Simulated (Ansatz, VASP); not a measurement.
## Cross-check of CdSe (Cadmoselite) between VASP and Ansatz

One calculation is typed for both programs; each brings its own data sets. How far apart do they land? The cell is taken from a series of runs on this material, whose earlier steps may have relaxed, scaled, displaced or heated it; both programs get it as it stands.

Method: plane waves, with VASP 6.6.1 beside it; zone-centre phonons at LDA, in Ansatz 0.2.0.

## (1) The starting structure

It takes space group P6_3mc (No. 186, hexagonal). The conventional cell has a = 4.248 Å, b = 4.248 Å, c = 6.941 Å, α = 90.00°, β = 90.00°, γ = 120.00°. Se has 4 Cd at 2.60 to 2.61 Å nearest. Nearest to Cd lie 4 Se at 2.60 to 2.61 Å. Farther neighbours and most contacts between anions are not listed.

## (2) VASP: zone-centre phonons, LDA

Second derivatives magnify differences that forces hide, and they need a tight electronic threshold.

Lines of VASP's logs that name or quote its potential files are left out, and so is its time.

Input file INCAR:

```
SYSTEM = CdSe
PREC = Accurate
ENCUT = 500
EDIFF = 1E-08
NELM = 120
ISMEAR = 0
SIGMA = 0.01
LREAL = .FALSE.
ALGO = Normal
GGA = CA
NBANDS = 24
LORBIT = 11
LWAVE = .FALSE.
LCHARG = .FALSE.
ISIF = 2
IBRION = 8
LEPSILON = .TRUE.
LASPH = .TRUE.
GGA_COMPAT = .FALSE.
EFERMI = MIDGAP
KPAR = 2
```

Input file POSCAR:

```
CdSe
1.0
    4.2476882192      0.0000000000      0.0000000000
   -2.1238441096      3.6786059052      0.0000000000
    0.0000000000      0.0000000000      6.9410429406
Se Cd
2 2
Direct
    0.3333333333      0.6666666667      0.3801890589
    0.6666666667      0.3333333333      0.8801890589
    0.3333333333      0.6666666667      0.0048109411
    0.6666666667      0.3333333333      0.5048109411
```

Input file KPOINTS:

```
Automatic mesh
0
Gamma
10 10 7
0 0 0
```

The projector-augmented-wave data sets are Se and Cd (LDA family, release 64).

Command:

```
$ mpirun -np 2 vasp_std
```

Numbers of over 12 decimals in the logs are rounded to 6 here.

Log:

```text
[banner, memory and clock lines left out]
running    2 mpi-ranks, on    1 nodes
 distrk:  each k-point on    1 cores,    2 groups
 distr:  one band on    1 cores,    1 groups

 POSCAR found type information on POSCAR SeCd
 POSCAR found :  2 types and       4 ions
 LDA part: xc-table for (Slater(with rela. corr.)+CA(PZ))
 , standard interpolation
 POSCAR, INCAR and KPOINTS ok, starting setup
 FFT: planning ... GRIDC
 FFT: planning ... GRID_SOFT
 FFT: planning ... GRID
 WAVECAR not read
 entering main loop
       N       E                     dE             d eps       ncg     rms          rms(c)
DAV:   1     0.238173651947E+03    0.23817E+03   -0.16912E+04  2688   0.132E+03
DAV:   2    -0.235772334009E+01   -0.24053E+03   -0.23374E+03  3088   0.329E+02
DAV:   3    -0.141772221492E+02   -0.11819E+02   -0.11785E+02  3296   0.741E+01
DAV:   4    -0.142611180825E+02   -0.83896E-01   -0.83883E-01  3016   0.616E+00
DAV:   5    -0.142617600231E+02   -0.64194E-03   -0.64191E-03  3440   0.476E-01    0.954E+00
DAV:   6    -0.135733411270E+02    0.68842E+00   -0.14009E+00  3552   0.125E+01    0.731E+00
DAV:   7    -0.135284149153E+02    0.44926E-01   -0.53529E-01  3176   0.400E+00    0.250E+00
DAV:   8    -0.135197014453E+02    0.87135E-02   -0.71698E-02  2936   0.283E+00    0.373E-01
DAV:   9    -0.135190446375E+02    0.65681E-03   -0.86658E-03  3032   0.117E+00    0.109E-01
DAV:  10    -0.135189353421E+02    0.10930E-03   -0.65784E-04  3336   0.316E-01    0.455E-02
DAV:  11    -0.135189498672E+02   -0.14525E-04   -0.81968E-05  2952   0.665E-02    0.131E-02
DAV:  12    -0.135189478738E+02    0.19934E-05   -0.32460E-05  3304   0.668E-02    0.889E-03
DAV:  13    -0.135189471624E+02    0.71131E-06   -0.47924E-06  2984   0.272E-02    0.122E-03
DAV:  14    -0.135189471846E+02   -0.22192E-07   -0.40225E-07  3232   0.366E-03    0.638E-04
DAV:  15    -0.135189471771E+02    0.75206E-08   -0.57981E-08  3064   0.274E-03
   1 F= -.13518947E+02 E0= -.13518947E+02  d E =0.000000E+00
 Linear response reoptimize wavefunctions to high precision
DAV:   1    -0.135189471778E+02   -0.68167E-09   -0.31742E-09  2576   0.331E-04
DAV:   2    -0.135189471779E+02   -0.83219E-10   -0.76045E-11  1640   0.542E-05
 Linear response G [H, r] |phi>, progress :
  Direction:   1
       N       E                     dE             d eps       ncg     rms
RMM:   1    -0.152538380331E+03   -0.15254E+03    0.29511E+02  5091   0.883E+01
RMM:   2    -0.154493144995E+03   -0.19548E+01   -0.14459E+01  4303   0.205E+01
RMM:   3    -0.154593763035E+03   -0.10062E+00   -0.26194E-01  4581   0.221E+00
RMM:   4    -0.154596800495E+03   -0.30375E-02   -0.41406E-03  4819   0.288E-01
RMM:   5    -0.154597051571E+03   -0.25108E-03    0.17175E-04  4976   0.491E-02
RMM:   6    -0.154597090257E+03   -0.38686E-04    0.46932E-05  5129   0.102E-02
RMM:   7    -0.154597096224E+03   -0.59670E-05   -0.40360E-04  4720   0.344E-03
RMM:   8    -0.154597096891E+03   -0.66674E-06   -0.45856E-04  3997   0.221E-03
RMM:   9    -0.154597096919E+03   -0.28421E-07   -0.35424E-04  3604   0.203E-03
RMM:  10    -0.154597097902E+03   -0.98327E-06   -0.46475E-04  3225   0.194E-03
RMM:  11    -0.154597097506E+03    0.39663E-06   -0.35970E-04  3087   0.196E-03
RMM:  12    -0.154597098387E+03   -0.88076E-06   -0.48226E-04  3055   0.195E-03
 Linear response G [H, r] |phi>, progress :
  Direction:   2
       N       E                     dE             d eps       ncg     rms
RMM:   1    -0.166554860072E+03   -0.16655E+03    0.13858E+02  5074   0.869E+01
RMM:   2    -0.166623406019E+03   -0.68546E-01   -0.14350E+01  4267   0.204E+01
RMM:   3    -0.166753639633E+03   -0.13023E+00   -0.25273E-01  4544   0.218E+00
RMM:   4    -0.166757961267E+03   -0.43216E-02   -0.43836E-03  4780   0.285E-01
RMM:   5    -0.166758260193E+03   -0.29893E-03   -0.59385E-05  4974   0.491E-02
RMM:   6    -0.166758283338E+03   -0.23145E-04   -0.12945E-05  5098   0.103E-02
RMM:   7    -0.166758284184E+03   -0.84598E-06   -0.95911E-05  4666   0.337E-03
RMM:   8    -0.166758283493E+03    0.69068E-06   -0.39196E-05  3964   0.211E-03
RMM:   9    -0.166758283627E+03   -0.13307E-06   -0.24182E-05  3574   0.190E-03
RMM:  10    -0.166758283581E+03    0.45911E-07   -0.42138E-05  3207   0.184E-03
RMM:  11    -0.166758283398E+03    0.18255E-06   -0.40235E-05  3051   0.185E-03
RMM:  12    -0.166758284325E+03   -0.92728E-06   -0.49098E-05  3038   0.185E-03
 Linear response G [H, r] |phi>, progress :
  Direction:   3
       N       E                     dE             d eps       ncg     rms
RMM:   1    -0.160221639759E+03   -0.16022E+03    0.19362E+02  4932   0.866E+01
RMM:   2    -0.160525167371E+03   -0.30353E+00   -0.13397E+01  4252   0.197E+01
RMM:   3    -0.160646071413E+03   -0.12090E+00   -0.23569E-01  4539   0.209E+00
RMM:   4    -0.160649220742E+03   -0.31493E-02   -0.41008E-03  4791   0.263E-01
RMM:   5    -0.160649390211E+03   -0.16947E-03    0.15730E-04  4858   0.439E-02
[...]
RMM:   1    -0.249794330526E+01   -0.24979E+01   -0.14184E+01 17056   0.390E+00
RMM:   2    -0.295557864456E+01   -0.45764E+00   -0.43831E-02 15296   0.725E-01    0.226E+00
RMM:   3    -0.286214816950E+01    0.93430E-01   -0.90484E-02 15230   0.120E+00    0.122E+00
RMM:   4    -0.289753645136E+01   -0.35388E-01   -0.10329E-01 15666   0.129E+00    0.253E-01
[...]
RMM:   7    -0.271327291957E+01   -0.62235E-03   -0.18638E-05  4609   0.125E-02    0.299E-03
RMM:   8    -0.271341234451E+01   -0.13942E-03    0.15476E-07  4647   0.281E-03    0.121E-03
RMM:   9    -0.271343627121E+01   -0.23927E-04    0.75891E-06  4126   0.149E-03    0.405E-04
RMM:  10    -0.271345119278E+01   -0.14922E-04    0.60148E-07  4341   0.444E-04    0.120E-04
RMM:  11    -0.271344754688E+01    0.36459E-05   -0.92692E-08  4036   0.188E-04    0.269E-05
RMM:  12    -0.271344733452E+01    0.21236E-06    0.20421E-07  2300   0.601E-05    0.953E-06
 change of polarisation eV/A/(eV/A) component  3 :    -0.472    -0.453     5.200
 dielectric tensor                  component  3 :    -0.788    -0.756     9.676
 Linear response DOF=           4
 Linear response progress:
  Degree of freedom:   1/  4
       N       E                     dE             d eps       ncg     rms          rms(c)
RMM:   1    -0.842252427711E-01   -0.84225E-01    0.10025E-01 41952   0.124E+00
RMM:   2    -0.844941998238E-01   -0.26896E-03   -0.18698E-03 26087   0.265E-01    0.132E-01
RMM:   3    -0.846224500753E-01   -0.12825E-03   -0.84838E-05 28397   0.478E-02    0.731E-02
RMM:   4    -0.848521951632E-01   -0.22975E-03   -0.59272E-05 28447   0.375E-02    0.878E-03
RMM:   5    -0.848488890471E-01    0.33061E-05   -0.21022E-06 29232   0.757E-03    0.281E-03
RMM:   6    -0.848454360701E-01    0.34530E-05   -0.39004E-08 29387   0.982E-04    0.160E-03
RMM:   7    -0.848458263474E-01   -0.39028E-06   -0.18757E-08 28941   0.730E-04    0.257E-04
RMM:   8    -0.848453338101E-01    0.49254E-06    0.15634E-08 30041   0.164E-04    0.535E-05
RMM:   9    -0.848451191212E-01    0.21469E-06   -0.99734E-09 29367   0.633E-05    0.937E-06
RMM:  10    -0.848451754509E-01   -0.56330E-07   -0.33483E-08 29542   0.200E-05    0.595E-06
RMM:  11    -0.848452161475E-01   -0.40697E-07   -0.40168E-09 28672   0.159E-05    0.152E-06
RMM:  12    -0.848452103812E-01    0.57663E-08   -0.14665E-09 19867   0.102E-05    0.103E-06
 first order change of Fermi-energy   0.54633E-01
 force on displaced ion       1 direction 1 :  -5.993   0.000   0.000
 Born effective charge ion    1 direction 1 :  -2.155  -0.000   0.000
 Linear response progress:
  Degree of freedom:   2/  4
       N       E                     dE             d eps       ncg     rms          rms(c)
RMM:   1    -0.984248174593E-01   -0.98425E-01    0.10298E-01  9899   0.126E+00
RMM:   2    -0.978853326587E-01    0.53948E-03   -0.17831E-03  5944   0.296E-01    0.167E-01
RMM:   3    -0.979622363558E-01   -0.76904E-04   -0.95122E-05  6437   0.520E-02    0.948E-02
RMM:   4    -0.981129947835E-01   -0.15076E-03   -0.54652E-05  6451   0.378E-02    0.157E-02
RMM:   5    -0.981051407557E-01    0.78540E-05   -0.57597E-06  6534   0.932E-03    0.348E-03
RMM:   6    -0.980988551149E-01    0.62856E-05   -0.29480E-07  6631   0.197E-03    0.121E-03
RMM:   7    -0.980993345069E-01   -0.47939E-06    0.23260E-07  6743   0.642E-04    0.216E-04
RMM:   8    -0.980990391502E-01    0.29536E-06   -0.37514E-08  6784   0.134E-04    0.651E-05
RMM:   9    -0.980990699655E-01   -0.30815E-07   -0.60119E-08  6821   0.750E-05    0.186E-05
RMM:  10    -0.980990725420E-01   -0.25765E-08   -0.45127E-08  6872   0.285E-05    0.366E-06
 first order change of Fermi-energy  -0.17889E-01
 force on displaced ion       1 direction 3 :   0.000  -0.000  -7.659
 Born effective charge ion    1 direction 3 :   0.000   0.000  -2.264
 Linear response progress:
  Degree of freedom:   3/  4
       N       E                     dE             d eps       ncg     rms          rms(c)
RMM:   1    -0.432633605861E+00   -0.43263E+00   -0.21988E-01 29057   0.294E+00
RMM:   2    -0.432189512362E+00    0.44409E-03   -0.21885E-03 25417   0.313E-01    0.123E-01
RMM:   3    -0.431852958484E+00    0.33655E-03   -0.37060E-05 28506   0.380E-02    0.721E-02
RMM:   4    -0.431459167791E+00    0.39379E-03   -0.27910E-05 28073   0.299E-02    0.531E-03
RMM:   5    -0.431466630142E+00   -0.74624E-05   -0.31475E-07 29711   0.311E-03    0.209E-03
RMM:   6    -0.431489311664E+00   -0.22682E-04   -0.18780E-07 29162   0.164E-03    0.400E-04
RMM:   7    -0.431490414726E+00   -0.11031E-05    0.12345E-08 29932   0.454E-04    0.845E-05
RMM:   8    -0.431491004240E+00   -0.58951E-06    0.26118E-08 30197   0.974E-05    0.407E-05
RMM:   9    -0.431490773087E+00    0.23115E-06   -0.11508E-09 29735   0.607E-05    0.609E-06
RMM:  10    -0.431490810861E+00   -0.37774E-07    0.60926E-09 29862   0.244E-05    0.258E-06
RMM:  11    -0.431490790663E+00    0.20198E-07    0.18750E-09 25568   0.184E-05    0.496E-07
RMM:  12    -0.431490790246E+00    0.41770E-09   -0.29323E-09 16557   0.169E-05    0.216E-07
 first order change of Fermi-energy   0.93477E-01
 force on displaced ion       3 direction 1 :  -5.434   0.000  -0.000
 Born effective charge ion    3 direction 1 :   2.129  -0.000  -0.000
 Linear response progress:
  Degree of freedom:   4/  4
       N       E                     dE             d eps       ncg     rms          rms(c)
RMM:   1    -0.442917386581E+00   -0.44292E+00   -0.21955E-01  6600   0.296E+00
RMM:   2    -0.442031959890E+00    0.88543E-03   -0.23864E-03  5838   0.323E-01    0.126E-01
RMM:   3    -0.441585239506E+00    0.44672E-03   -0.11013E-04  6422   0.477E-02    0.733E-02
RMM:   4    -0.441130030126E+00    0.45521E-03   -0.96927E-05  5828   0.423E-02    0.146E-02
RMM:   5    -0.441072689986E+00    0.57340E-04   -0.11658E-05  6604   0.150E-02    0.493E-03
RMM:   6    -0.441097842416E+00   -0.25152E-04   -0.39282E-07  5924   0.389E-03    0.170E-03
RMM:   7    -0.441103019670E+00   -0.51773E-05   -0.18181E-07  6699   0.150E-03    0.410E-04
RMM:   8    -0.441103888114E+00   -0.86844E-06    0.16054E-08  6771   0.359E-04    0.157E-04
RMM:   9    -0.441103408767E+00    0.47935E-06   -0.33676E-09  6805   0.182E-04    0.460E-05
RMM:  10    -0.441103307185E+00    0.10158E-06   -0.20112E-08  6734   0.586E-05    0.107E-05
RMM:  11    -0.441103329390E+00   -0.22205E-07   -0.52693E-09  6806   0.326E-05    0.370E-06
RMM:  12    -0.441103314036E+00    0.15354E-07   -0.72520E-09  6112   0.220E-05    0.140E-06
RMM:  13    -0.441103326867E+00   -0.12832E-07   -0.48072E-09  5375   0.183E-05    0.529E-07
RMM:  14    -0.441103326976E+00   -0.10824E-09   -0.51661E-09  3448   0.173E-05    0.132E-07
 first order change of Fermi-energy   0.17761E-01
 force on displaced ion       3 direction 3 :  -0.000  -0.000  -6.675
 Born effective charge ion    3 direction 3 :   0.000   0.000   2.247
 Born effective charges drift removed
 Linear response finished
```

[end of part 1 of 3]

[Lines on the potential files, build, host, timing and source positions are cut from VASP's logs without a mark.]

[Logs are printed without paths, hosts, clocks, repeated set-up lines and the standing remarks that a program may print on its own settings, such as how far it seeks lower states.]

[Hosts, paths, dates, database ids (printed as entryN), source tags and the programs' standing remarks are cut or masked in the printed files.]
